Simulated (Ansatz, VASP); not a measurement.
# Cross-check of Ni8Cl (Ni(100)-(2x1)-Cl, hollow site) between VASP and Ansatz, part 2 of 3

One calculation is typed for both programs; each brings its own data sets. How far apart do they land? Of the first pair: The structure shown is the start of the Ansatz relaxation below; VASP solves that cell, so the two are compared at the walk's first step.

VASP 6.6.1 and Ansatz 0.2.0.

So far: The starting structure; Ansatz: relaxation, LDA.

## (3) VASP: single point, LDA, start cell, pair 1

Level of this step: LDA, spin-polarised from a ferromagnetic start; plane waves and PAW (Ni, Cl) (VASP).

The same cell, functional (in two slightly different forms), mesh and smearing now go to VASP, with its own data sets.

Lines of VASP's logs that name or quote its potential files are left out, and so is its time.

Input file INCAR:

```
SYSTEM = Ni8Cl
PREC = Accurate
ENCUT = 520
EDIFF = 1E-06
NELM = 200
ISMEAR = -1
SIGMA = 0.1
LREAL = .FALSE.
ALGO = Normal
GGA = PW92
NBANDS = 61
ISPIN = 2
MAGMOM = 0.72 0.72 0.63 0.63 0.68 0.56 0.44 0.44 0.03
LASPH = .TRUE.
LMAXMIX = 4
LORBIT = 11
LWAVE = .FALSE.
LCHARG = .FALSE.
ISIF = 2
LDIPOL = .TRUE.
IDIPOL = 3
DIPOL = 0.5 0.5 0.488
LVHAR = .TRUE.
GGA_COMPAT = .FALSE.
NELMDL = -8
KPAR = 2
```

Input file POSCAR:

```
Ni8Cl
1.0
    4.9780317396      0.0000000000      0.0000000000
    0.0000000000      2.4890158698      0.0000000000
    0.0000000000      0.0000000000     23.7680537625
Ni Cl
8 1
Direct
    0.2500000131      0.5000000262      0.3576228868
    0.7500000131      0.5000000262      0.3576228868
    0.0000000000      0.0000000262      0.4316718610
    0.5000000262      0.0000000262      0.4316718610
    0.2500000131      0.5000000262      0.5057208352
    0.7500000131      0.5000000262      0.5057208352
    0.0000000000      0.0000000262      0.5797698094
    0.5000000262      0.0000000262      0.5797698094
    0.2500000131      0.5000000262      0.6423771232
```

Input file KPOINTS:

```
Automatic mesh
0
Gamma
6 11 1
0 0 0
```

The projector-augmented-wave data sets are Ni and Cl (LDA family, release 64).

On the command line:

```bash
$ mpirun -np 2 vasp_std
```

Numbers of over 12 decimals in the logs are rounded to 6 here.

Output:

```text
[banner, memory and clock lines left out]
running    2 mpi-ranks, on    1 nodes
 distrk:  each k-point on    1 cores,    2 groups
 distr:  one band on    1 cores,    1 groups

 POSCAR found type information on POSCAR NiCl
 POSCAR found :  2 types and       9 ions
|                                                                             |
|               ----> ADVICE to this user running VASP <----                  |
|                                                                             |
|     You enforced a specific xc type in the INCAR file but a different       |
|     [... a line on the potential file left out ...]
|     I HOPE YOU KNOW WHAT YOU ARE DOING!                                     |
|                                                                             |

 LDA part: xc-table for (Slater(with rela. corr.)+PW92), standard interpolation
 POSCAR, INCAR and KPOINTS ok, starting setup
 FFT: planning ... GRIDC
 FFT: planning ... GRID_SOFT
 FFT: planning ... GRID
 WAVECAR not read
 entering main loop
       N       E                     dE             d eps       ncg     rms          rms(c)
DAV:   1     0.679319546951E+03    0.67932E+03   -0.37571E+04  5856   0.148E+03
DAV:   2     0.165308139226E+02   -0.66279E+03   -0.62684E+03  5869   0.340E+02
DAV:   3    -0.552455978387E+02   -0.71776E+02   -0.66959E+02  6824   0.142E+02
DAV:   4    -0.593473170627E+02   -0.41017E+01   -0.39360E+01  6874   0.313E+01
DAV:   5    -0.594447090591E+02   -0.97392E-01   -0.96999E-01  7075   0.424E+00
DAV:   6    -0.594490133840E+02   -0.43043E-02   -0.43041E-02  8105   0.812E-01
DAV:   7    -0.594491250801E+02   -0.11170E-03   -0.11170E-03  7977   0.117E-01
DAV:   8    -0.594491276113E+02   -0.25312E-05   -0.25312E-05  7726   0.165E-02    0.288E+01
DAV:   9    -0.594917363771E+02   -0.42609E-01   -0.77899E+01  6705   0.113E+02    0.364E+01
DAV:  10    -0.638543284450E+02   -0.43626E+01   -0.58619E+01  6897   0.150E+02    0.422E+01
DAV:  11    -0.898984521410E+02   -0.26044E+02   -0.10760E+02  7500   0.142E+02    0.710E+01
DAV:  12    -0.571773444369E+02    0.32721E+02   -0.56250E+01  8031   0.474E+01    0.272E+01
DAV:  13    -0.593804882066E+02   -0.22031E+01   -0.61373E+01  6983   0.816E+01    0.327E+01
DAV:  14    -0.590893090020E+02    0.29118E+00   -0.18280E+01  8006   0.462E+01    0.440E+01
[...]
DAV:  42    -0.516804044364E+02   -0.22651E-04   -0.58060E-05  6566   0.638E-02    0.904E-02
DAV:  43    -0.516804138694E+02   -0.94330E-05   -0.65081E-06  5660   0.332E-02    0.940E-02
DAV:  44    -0.516804176582E+02   -0.37887E-05   -0.72863E-06  6212   0.337E-02    0.809E-02
DAV:  45    -0.516804148831E+02    0.27751E-05   -0.91994E-06  6023   0.402E-02    0.611E-02
DAV:  46    -0.516804103244E+02    0.45587E-05   -0.76081E-06  6202   0.305E-02    0.475E-02
DAV:  47    -0.516804075979E+02    0.27264E-05   -0.34237E-06  5037   0.188E-02    0.356E-02
DAV:  48    -0.516804043780E+02    0.32199E-05   -0.20755E-06  4460   0.149E-02    0.300E-02
DAV:  49    -0.516804043730E+02    0.50386E-08   -0.28551E-06  4377   0.213E-02
   1 F= -.51680404E+02 E0= -.51430284E+02  d E =-.500241E+00  mag=     4.6469
```

From OUTCAR (step 3):

```text
ion  position               nearest neighbor table
   1  0.250  0.500  0.358-   2 2.49   2 2.49   4 2.49   3 2.49   4 2.49   3 2.49
   2  0.750  0.500  0.358-   3 2.49   4 2.49   3 2.49   4 2.49   1 2.49   1 2.49
   3  0.000  0.000  0.432-   4 2.49   2 2.49   2 2.49   6 2.49   6 2.49   1 2.49   1 2.49   5 2.49
                             5 2.49   4 2.49
   4  0.500  0.000  0.432-   3 2.49   2 2.49   2 2.49   6 2.49   6 2.49   1 2.49   1 2.49   5 2.49
                             5 2.49   3 2.49
   5  0.250  0.500  0.506-   6 2.49   6 2.49   8 2.49   7 2.49   8 2.49   7 2.49   4 2.49   4 2.49
                             3 2.49   3 2.49
   6  0.750  0.500  0.506-   7 2.49   8 2.49   7 2.49   8 2.49   3 2.49   4 2.49   3 2.49   4 2.49
                             5 2.49   5 2.49
   7  0.000  0.000  0.580-   9 2.30   9 2.30   8 2.49   6 2.49   6 2.49   5 2.49   5 2.49   8 2.49

  LATTYP: Found a simple orthorhombic cell.
 ALAT       =     2.4890158698
 B/A-ratio  =     2.0000000000
 C/A-ratio  =     9.5491772676

 Subroutine GETGRP returns: Found  4 space group operations
 (whereof  2 operations were pure point group operations)

The static configuration has the point symmetry C_1h.
 The point group associated with its full space group is C_2v.

 Found     24 irreducible k-points:

   k-points           NKPTS =     24   k-points in BZ     NKDIM =     24   number of bands    NBANDS=     61

   dimension x,y,z NGX =    40 NGY =   20 NGZ =  180
   dimension x,y,z NGXF=    80 NGYF=   40 NGZF=  360

   ENCUT  =  520.0 eV  38.22 Ry    6.18 a.u.   9.26  4.63 44.19*2*pi/ulx,y,z

   NELECT =      87.0000    total number of electrons

 k-points in reciprocal lattice and weights: Automatic mesh
   0.00000000  0.00000000  0.00000000       0.015
   0.16666667  0.00000000  0.00000000       0.030
   0.33333333  0.00000000  0.00000000       0.030
   0.50000000  0.00000000  0.00000000       0.015
   0.00000000  0.09090909  0.00000000       0.030
   0.16666667  0.09090909  0.00000000       0.061
   0.33333333  0.09090909  0.00000000       0.061
   0.50000000  0.09090909  0.00000000       0.030
   0.00000000  0.18181818  0.00000000       0.030
[...]
0.33333333  0.45454545  0.00000000       0.061
   0.50000000  0.45454545  0.00000000       0.030

 dipolmoment           0.000000      0.000000     -0.039379 electrons x Angstroem

 average (electrostatic) potential at core
       1 -90.8723       2 -90.8721       3 -91.1941       4 -91.1941       5 -91.1559
       6 -91.1904       7 -91.0864       8 -91.0864       9-101.5218

 E-fermi :  -0.1091

 spin component 1
 k-point     1 :       0.0000    0.0000    0.0000
  band No.  band energies     occupation
    ...
     42      -0.6881      0.99695
     43      -0.6644      0.99614
     44      -0.6168      0.99380
     45      -0.5831      0.99134
     46      -0.5662      0.98976
     47       0.1055      0.10467
     48       0.5367      0.00157
     49       0.5859      0.00096
     50       0.7911      0.00012
     51       0.9688      0.00002
    ...

 k-point     2 :       0.1667    0.0000    0.0000
  band No.  band energies     occupation
    ...
     44      -0.6542      0.99573
     45      -0.6470      0.99541
     46      -0.5564      0.98872
     47      -0.2547      0.81098
     48      -0.1776      0.66491
     49       0.6010      0.00082
     50       0.8777      0.00005
     51       1.7198      0.00000
     52       2.3403      0.00000
     53       3.6530      0.00000
    ...

 k-point     3 :       0.3333    0.0000    0.0000
  band No.  band energies     occupation
    ...
     43      -0.7516      0.99838
     44      -0.7310      0.99801
     45      -0.6661      0.99620
     46      -0.6359      0.99487
     47      -0.5439      0.98724
     48       0.0036      0.24474
     49       0.6289      0.00062
     50       1.1104      0.00001
     51       2.2359      0.00000
     52       3.4548      0.00000
    ...

 k-point     4 :       0.5000    0.0000    0.0000
  band No.  band energies     occupation
    ...
     43      -0.7775      0.99875
     44      -0.6975      0.99722
     45      -0.6442      0.99528
     46      -0.5967      0.99243
     47      -0.5813      0.99118
     48       0.2446      0.02829
     49       0.6417      0.00055
     50       0.9491      0.00003
     51       2.8036      0.00000
     52       3.4674      0.00000
    ...

 k-point     5 :       0.0000    0.0909    0.0000
  band No.  band energies     occupation
    ...
     42      -0.7696      0.99865
     43      -0.6507      0.99558
     44      -0.5822      0.99126
     45      -0.5211      0.98401
     46      -0.4921      0.97876
     47      -0.0272      0.30607
     48       0.5679      0.00115
     49       0.9389      0.00003
     50       1.0200      0.00001
     51       1.1802      0.00000
    ...

 k-point     6 :       0.1667    0.0909    0.0000
  band No.  band energies     occupation
    ...
     43      -0.7119      0.99760
     44      -0.6535      0.99570
     45      -0.5771      0.99081
     46      -0.4015      0.94904
     47      -0.1179      0.52192
     48       0.0287      0.20130
     49       0.2238      0.03461
     50       1.2411      0.00000
     51       2.1128      0.00000
     52       2.6005      0.00000
    ...

  Total      -10.8493242     -5.0789928     -7.7906400      0.0000000      0.0000000      0.0000000
  in kB      -59.0247726    -27.6318034    -42.3842761      0.0000000      0.0000000      0.0000000
  external PRESSURE =     -43.0136174 kB  Pullay stress =       0.0000000 kB

  energy-cutoff  :      520.00
  volume of cell :      294.50
      direct lattice vectors                 reciprocal lattice vectors
     4.978031740  0.000000000  0.000000000     0.200882608  0.000000000  0.000000000
     0.000000000  2.489015870  0.000000000     0.000000000  0.401765217  0.000000000
     0.000000000  0.000000000 23.768053762     0.000000000  0.000000000  0.042073281

 POSITION                                       TOTAL-FORCE (eV/Angst)
 -----------------------------------------------------------------------------------
      1.24451      1.24451      8.50000         0.000000      0.000000      0.952869
      3.73352      1.24451      8.50000         0.000000      0.000000      0.980643
      0.00000      0.00000     10.26000         0.026372      0.000000     -0.330940
      2.48902      0.00000     10.26000        -0.026372      0.000000     -0.330940
      1.24451      1.24451     12.02000         0.000000      0.000000     -0.438134
      3.73352      1.24451     12.02000         0.000000      0.000000      0.349945
      0.00000      0.00000     13.78000        -0.355397      0.000000     -0.549027
      2.48902      0.00000     13.78000         0.355397      0.000000     -0.549027
      1.24451      1.24451     15.26805         0.000000      0.000000     -0.085390
 -----------------------------------------------------------------------------------
    total drift:                               -0.000000     -0.000050     -0.001375

  FREE ENERGIE OF THE ION-ELECTRON SYSTEM (eV)
  ---------------------------------------------------
  free  energy   TOTEN  =       -51.6804043730 eV

  energy  without entropy=      -51.1801636146  energy(sigma->0) =      -51.43028399

 vacuum level on the upper side and lower side of the slab         4.557         5.134

 total charge
# of ion       s       p       d       tot
------------------------------------------
    1        0.472   0.333   8.328   9.133
    2        0.470   0.334   8.328   9.132
    3        0.494   0.491   8.322   9.308
    4        0.494   0.491   8.322   9.308
    5        0.495   0.487   8.336   9.319
    6        0.496   0.501   8.320   9.317
    7        0.448   0.448   8.427   9.322
    8        0.448   0.448   8.427   9.322
    9        1.624   3.419   0.000   5.042
--------------------------------------------------
tot          5.442   6.952  66.810  79.203

 magnetization (x)
# of ion       s       p       d       tot
------------------------------------------
    1       -0.001  -0.014   0.714   0.700
    2       -0.002  -0.013   0.713   0.698
    3       -0.006  -0.019   0.637   0.612
    4       -0.006  -0.019   0.637   0.612
    5       -0.005  -0.017   0.675   0.653
    6       -0.004  -0.015   0.565   0.546
    7       -0.006  -0.010   0.436   0.421
    8       -0.006  -0.010   0.436   0.421
    9        0.003   0.033   0.000   0.035
--------------------------------------------------
tot         -0.032  -0.082   4.814   4.699

[... 6 further parts left out ...]
```

## (4) Comparison

Known differences besides the potentials themselves: VASP starts from the moments at which Ansatz ended; the data sets hold 151 valence electrons in Ansatz (on its default PAW (the set named soft_2) files) and 87 in VASP; the cutoff is 420 eV in Ansatz and 520 eV in VASP; VASP's log shows a relativistic correction to its local exchange, Ansatz's none. Total energies have different zeros and are not compared.

Forces (eV/Å; atoms numbered as in POSCAR):

| atom | Ansatz x, y, z | VASP x, y, z |
| --- | --- | --- |
| Ni1 | 0.000, 0.000, 0.965 | 0.000, 0.000, 0.953 |
| Ni2 | 0.000, 0.000, 0.990 | 0.000, 0.000, 0.981 |
| Ni3 | 0.027, 0.000, -0.341 | 0.026, 0.000, -0.331 |
| Ni4 | -0.027, 0.000, -0.341 | -0.026, 0.000, -0.331 |
| Ni5 | 0.000, 0.000, -0.443 | 0.000, 0.000, -0.438 |
| Ni6 | 0.000, 0.000, 0.354 | 0.000, 0.000, 0.350 |
| Ni7 | -0.349, 0.000, -0.543 | -0.355, 0.000, -0.549 |
| Ni8 | 0.349, 0.000, -0.543 | 0.355, 0.000, -0.549 |
| Cl9 | 0.000, 0.000, -0.098 | 0.000, 0.000, -0.085 |

The forces differ by 5.5 meV/Å r.m.s., which is 1.6 % of the r.m.s. force of 0.348 eV/Å (both taken over all components). VASP's last cycles still show a density residual of 3e-03, so its state may not be settled. Moments aren't recorded for both runs of this pair, so they may hold unlike magnetic states. With vacuum in the cell, a pressure given here is an average over mostly empty space and none of the material.

## (5) Ansatz: relaxation, LDA

This run makes the geometry at which the two programs are then compared.

The structure compared here is the end of the Ansatz relaxation.

Input file input.yaml:

```yaml
crystal:
  lattice:
    - [4.9780317396, 0.0, 0.0]
    - [0.0, 2.4890158698, 0.0]
    - [0.0, 0.0, 23.7680537625]
  atoms:
    - { symbol: Ni, position: [0.25, 0.5, 0.3576228868], spin: 0.7 }
    - { symbol: Ni, position: [0.75, 0.5, 0.3576228868], spin: 0.7 }
    - { symbol: Ni, position: [0.0, 0.0, 0.431671861], spin: 0.7 }
    - { symbol: Ni, position: [0.5, 0.0, 0.431671861], spin: 0.7 }
    - { symbol: Ni, position: [0.25, 0.5, 0.5057208352], spin: 0.7 }
    - { symbol: Ni, position: [0.75, 0.5, 0.5057208352], spin: 0.7 }
    - { symbol: Ni, position: [0.0, 0.0, 0.5797698094], spin: 0.7 }
    - { symbol: Ni, position: [0.5, 0.0, 0.5797698094], spin: 0.7 }
    - { symbol: Cl, position: [0.25, 0.5, 0.6423771132] }
magnetization:
  spin_polarized: true
kpoints:
  mp_grid: { grid: [6, 11, 1] }
hamiltonian:
  xc: lda
scf:
  occupations: { method: fermi_dirac, width: 0.1 }
  convergence: { dr2_threshold: 1.0e-08 }
efield:
  axis: 3
  dipole_correction: true
  ramp_position: 0.97
  ramp_width: 0.06
relax:
  f_tol: 0.015
  max_steps: 90
  constraints: [{ sites: [0, 1, 2, 3] }]
output:
  write_potential: true
  write_density: true
  volumetric_format: npy
```

On the command line:

```bash
$ ansatz run input.yaml --threads 4 --pin off --max-ram 6144MiB --backend cpu --events-out ev --progress --plain --runs-dir out
```

Output:

```text
[...]
Crystal: 9 atoms, lattice volume = 294.496 Å³
Basis set: ecut = 420 eV, 5759 PW (Γ)
Bands: 94, of which v1, the nominal top of the filled ones, is band 76 counted from 1 (75 counted from 0)
Symmetry: 4 space group operations
k-points: 24 of 66
[...]
- { symbol: Ni, position: [0.500000, 0.0, 0.431671861] }
    - { symbol: Ni, position: [0.250000, 0.500000, 0.499666] }
    - { symbol: Ni, position: [0.75, 0.500000, 0.502468] }
    - { symbol: Ni, position: [-0.00420982, 0.0, 0.571033] }
    - { symbol: Ni, position: [0.504210, 0.0, 0.571033] }
    - { symbol: Cl, position: [0.250000, 0.500000, 0.633135] }
[key lines of the parts left out:]
SCF converged after 10 iterations
Magnetization: 4.6622 μB (77.8311 up, 73.1689 down)
Free energy (F): -47227.956778 eV
Fermi energy:    2.550683 eV
Dipole field:    D = 0.024330 V/Å  (p = 0.039597 e·Å, saw-weighted, corrected)
Work function:   Φ+ = 4.6837 eV   Φ− = 5.2620 eV
```

(Continued in part 3 of 3.)

[Lines on the potential files, build, host, timing and source positions are cut from VASP's logs without a mark.]

[Logs are printed without paths, hosts, clocks, repeated set-up lines and the standing remarks that a program may print on its own settings, such as how far it seeks lower states.]

[Hosts, paths, dates, database ids (printed as entryN), source tags and the programs' standing remarks are cut or masked in the printed files.]
